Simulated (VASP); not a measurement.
OSZICAR of a VASP run on SnTe (relaxed from the WC structure, space group P-6m2):

**OSZICAR**
```
       N       E                     dE             d eps       ncg     rms          rms(c)
DAV:   1     0.704034141829E+02    0.70403E+02   -0.87363E+03  1704   0.141E+03
DAV:   2    -0.439020574510E+02   -0.11431E+03   -0.11248E+03  1830   0.332E+02
DAV:   3    -0.532727679982E+02   -0.93707E+01   -0.92489E+01  2190   0.949E+01
DAV:   4    -0.535083289068E+02   -0.23556E+00   -0.23528E+00  1916   0.167E+01
DAV:   5    -0.535187544906E+02   -0.10426E-01   -0.10425E-01  2532   0.317E+00    0.436E+00
DAV:   6    -0.504060586472E+02    0.31127E+01   -0.85967E-01  2016   0.159E+01    0.351E+00
DAV:   7    -0.500742321140E+02    0.33183E+00   -0.64829E-01  1812   0.847E+00    0.973E-01
DAV:   8    -0.503699428327E+02   -0.29571E+00   -0.59529E-01  1710   0.514E+00    0.522E-01
DAV:   9    -0.503604329607E+02    0.95099E-02   -0.43367E-02  1872   0.201E+00    0.565E-01
DAV:  10    -0.503585201476E+02    0.19128E-02   -0.25422E-03  2180   0.320E-01    0.680E-01
DAV:  11    -0.503750955373E+02   -0.16575E-01   -0.91437E-02  1698   0.212E+00    0.301E-01
DAV:  12    -0.503752402644E+02   -0.14473E-03   -0.70140E-03  1986   0.510E-01    0.312E-01
DAV:  13    -0.503749775353E+02    0.26273E-03   -0.69605E-05  2400   0.708E-02    0.339E-01
DAV:  14    -0.503752956382E+02   -0.31810E-03   -0.31411E-04  1752   0.115E-01    0.304E-01
DAV:  15    -0.503752848743E+02    0.10764E-04   -0.45563E-05  1968   0.418E-02    0.293E-01
DAV:  16    -0.503771499608E+02   -0.18651E-02   -0.61611E-03  1896   0.836E-01    0.367E-01
DAV:  17    -0.503771596049E+02   -0.96441E-05   -0.81944E-04  1752   0.235E-01    0.374E-01
DAV:  18    -0.503770743904E+02    0.85214E-04   -0.29905E-04  1692   0.169E-01    0.239E-01
DAV:  19    -0.503770393414E+02    0.35049E-04   -0.29353E-04  2004   0.155E-01    0.109E-01
DAV:  20    -0.503770495256E+02   -0.10184E-04   -0.19183E-05  1854   0.326E-02    0.806E-02
DAV:  21    -0.503770471590E+02    0.23666E-05   -0.40173E-06  1436   0.190E-02    0.627E-02
DAV:  22    -0.503770449985E+02    0.21605E-05   -0.41473E-06  1896   0.172E-02    0.304E-02
DAV:  23    -0.503770443134E+02    0.68509E-06   -0.16470E-06  1176   0.930E-03
   1 F= -.50377044E+02 E0= -.50376847E+02  d E =-.503770E+02
       N       E                     dE             d eps       ncg     rms          rms(c)
DAV:   1    -0.503866717160E+02   -0.96267E-02   -0.22406E-01  2034   0.656E+00    0.509E-01
DAV:   2    -0.503801006350E+02    0.65711E-02   -0.12849E-02  2070   0.178E+00    0.251E-01
DAV:   3    -0.503781240955E+02    0.19765E-02   -0.48537E-03  2120   0.110E+00    0.602E-02
DAV:   4    -0.503780716536E+02    0.52442E-04   -0.10363E-03  1740   0.301E-01    0.283E-02
DAV:   5    -0.503781544971E+02   -0.82844E-04   -0.61302E-04  1680   0.235E-01    0.151E-02
DAV:   6    -0.503782711213E+02   -0.11662E-03   -0.13181E-04  1692   0.943E-02    0.909E-03
DAV:   7    -0.503782694650E+02    0.16562E-05   -0.71516E-06  2032   0.247E-02    0.338E-03
DAV:   8    -0.503782704411E+02   -0.97606E-06   -0.25154E-06  1716   0.184E-02
   2 F= -.50378270E+02 E0= -.50378125E+02  d E =-.122613E-02
       N       E                     dE             d eps       ncg     rms          rms(c)
DAV:   1    -0.503862608858E+02   -0.79914E-02   -0.19631E-01  2034   0.616E+00    0.477E-01
DAV:   2    -0.503804866272E+02    0.57743E-02   -0.11285E-02  2070   0.167E+00    0.235E-01
DAV:   3    -0.503787283142E+02    0.17583E-02   -0.43110E-03  2106   0.104E+00    0.565E-02
DAV:   4    -0.503786797705E+02    0.48544E-04   -0.94682E-04  1734   0.291E-01    0.267E-02
DAV:   5    -0.503787699621E+02   -0.90192E-04   -0.53939E-04  1686   0.223E-01    0.140E-02
DAV:   6    -0.503788729455E+02   -0.10298E-03   -0.11070E-04  1692   0.881E-02    0.862E-03
DAV:   7    -0.503788715613E+02    0.13842E-05   -0.62569E-06  2062   0.237E-02    0.319E-03
DAV:   8    -0.503788721688E+02   -0.60753E-06   -0.23049E-06  1666   0.184E-02
   3 F= -.50378872E+02 E0= -.50378699E+02  d E =-.182786E-02
       N       E                     dE             d eps       ncg     rms          rms(c)
DAV:   1    -0.504083057594E+02   -0.29434E-01   -0.78917E-01  2040   0.123E+01    0.961E-01
DAV:   2    -0.503853130135E+02    0.22993E-01   -0.45089E-02  2070   0.336E+00    0.474E-01
DAV:   3    -0.503781299193E+02    0.71831E-02   -0.18039E-02  2108   0.213E+00    0.112E-01
DAV:   4    -0.503779142669E+02    0.21565E-03   -0.38888E-03  1734   0.591E-01    0.536E-02
DAV:   5    -0.503783149329E+02   -0.40067E-03   -0.21435E-03  1686   0.449E-01    0.275E-02
DAV:   6    -0.503787110700E+02   -0.39614E-03   -0.40238E-04  1692   0.166E-01    0.182E-02
DAV:   7    -0.503787099698E+02    0.11003E-05   -0.26609E-05  2198   0.497E-02    0.655E-03
DAV:   8    -0.503787075686E+02    0.24012E-05   -0.87525E-06  1704   0.367E-02    0.430E-03
DAV:   9    -0.503787054388E+02    0.21298E-05   -0.76713E-06  1680   0.370E-02    0.145E-03
DAV:  10    -0.503787119612E+02   -0.65224E-05   -0.26994E-06  1680   0.210E-02    0.114E-03
DAV:  11    -0.503787121959E+02   -0.23467E-06   -0.14478E-07   864   0.556E-03
   4 F= -.50378712E+02 E0= -.50378663E+02  d E =-.166788E-02
       N       E                     dE             d eps       ncg     rms          rms(c)
DAV:   1    -0.503899041396E+02   -0.11192E-01   -0.29507E-01  2034   0.773E+00    0.579E-01
DAV:   2    -0.503814398665E+02    0.84643E-02   -0.16994E-02  2070   0.206E+00    0.286E-01
DAV:   3    -0.503787903640E+02    0.26495E-02   -0.65561E-03  2140   0.128E+00    0.671E-02
DAV:   4    -0.503787500348E+02    0.40329E-04   -0.14723E-03  1734   0.383E-01    0.329E-02
DAV:   5    -0.503788667956E+02   -0.11676E-03   -0.77616E-04  1686   0.265E-01    0.167E-02
DAV:   6    -0.503790045101E+02   -0.13771E-03   -0.15552E-04  1692   0.104E-01    0.106E-02
DAV:   7    -0.503790024972E+02    0.20130E-05   -0.93031E-06  2056   0.291E-02    0.394E-03
DAV:   8    -0.503790056218E+02   -0.31246E-05   -0.40533E-06  1692   0.237E-02    0.263E-03
DAV:   9    -0.503790022811E+02    0.33407E-05   -0.23399E-06  1576   0.202E-02    0.959E-04
DAV:  10    -0.503790065258E+02   -0.42448E-05   -0.93087E-07  1212   0.120E-02    0.654E-04
DAV:  11    -0.503790061069E+02    0.41897E-06   -0.47993E-08   846   0.295E-03
   5 F= -.50379006E+02 E0= -.50378845E+02  d E =-.196179E-02
       N       E                     dE             d eps       ncg     rms          rms(c)
DAV:   1    -0.503810672509E+02   -0.20607E-02   -0.60074E-02  2004   0.335E+00    0.269E-01
DAV:   2    -0.503795579057E+02    0.15093E-02   -0.31893E-03  2064   0.872E-01    0.135E-01
DAV:   3    -0.503790426965E+02    0.51521E-03   -0.11877E-03  2110   0.554E-01    0.305E-02
DAV:   4    -0.503790397461E+02    0.29504E-05   -0.28960E-04  1692   0.156E-01    0.142E-02
DAV:   5    -0.503790737280E+02   -0.33982E-04   -0.11778E-04  1686   0.103E-01    0.695E-03
DAV:   6    -0.503790849977E+02   -0.11270E-04   -0.18593E-05  1698   0.348E-02    0.476E-03
DAV:   7    -0.503790858175E+02   -0.81980E-06   -0.16542E-06  1486   0.131E-02
   6 F= -.50379086E+02 E0= -.50378863E+02  d E =-.797106E-04
       N       E                     dE             d eps       ncg     rms          rms(c)
DAV:   1    -0.503793240500E+02   -0.23905E-03   -0.65827E-03  2004   0.110E+00    0.892E-02
DAV:   2    -0.503791567810E+02    0.16727E-03   -0.34867E-04  2064   0.298E-01    0.450E-02
DAV:   3    -0.503790974724E+02    0.59309E-04   -0.13341E-04  2218   0.198E-01    0.101E-02
DAV:   4    -0.503791022357E+02   -0.47634E-05   -0.40759E-05  1680   0.612E-02    0.473E-03
DAV:   5    -0.503791066257E+02   -0.43900E-05   -0.14696E-05  1692   0.371E-02    0.227E-03
DAV:   6    -0.503791092491E+02   -0.26233E-05   -0.16111E-06  1508   0.108E-02    0.151E-03
DAV:   7    -0.503791085930E+02    0.65606E-06   -0.19363E-07   840   0.468E-03
   7 F= -.50379109E+02 E0= -.50378906E+02  d E =-.102486E-03
```

Which electronic solver shows in the log?

It is blocked Davidson (ALGO = Normal, or the opening steps of other solvers). The INCAR had ALGO = Normal.

Can the final energy be trusted as converged?

The calculation finished and met its thresholds. It stopped with EDIFF = 1E-6, NELM = 100, NSW = 60 and EDIFFG = -0.01 after 7 ionic steps (r2SCAN meta-GGA, plane waves, VASP's PBE PAW potentials (set 64)).

The structure was generated: SnTe was put into the WC type (P-6m2), which need not be its known phase. This run relaxes it. Symmetry was kept, so distortions that lower it aren't found. The start is the result of an earlier pass.
